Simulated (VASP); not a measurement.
TaCo, 2 atoms in the cell. It takes space group Pm-3m (No. 221, cubic). The conventional cell has a = 3.068 Å, b = 3.068 Å, c = 3.068 Å, α = 90.00°, β = 90.00°, γ = 90.00°. Around Ta (site symmetry m-3m) lie 8 Co at 2.66 Å. Co (site symmetry m-3m) is surrounded by 8 Ta at 2.66 Å. The cell comes from a database or a generator and needn't be the stable form of this composition.

```yaml
Program: VASP 6.6.1
Task: single point
Functional: PBEsol
Potentials_or_basis: VASP PAW PBE potentials, release 64 (Ta_pv, Co)
Cutoff: 520 eV
k_mesh: 16 × 16 × 16
Occupations: gaussian, width 0.15 eV
Spin: collinear spin, typed start
Starting_moments: "[0.26, 1.62] μB"
Dipole_correction: no
Further_INCAR_settings: ALGO = Normal; EDIFF = 1e-07; NBANDS = 21
```

Potentials or basis: VASP PAW PBE potentials, release 64 (Ta_pv, Co).

Command:

```sh
$ cat potpaw_PBE.64/Ta_pv/POTCAR potpaw_PBE.64/Co/POTCAR > POTCAR
$ mpirun -np 1 vasp_std > vasp.out
```

Hardware: 1 thread of Intel(R) Xeon(R) 6975P-C (Granite Rapids), with other jobs on the host.

Question: Estimate the wall time of this run.

Answer: It took 67 s on 1 thread of Intel(R) Xeon(R) 6975P-C (Granite Rapids), on a shared host, peak memory 0.27 GiB. Counts: scf iterations 21, k points 165.
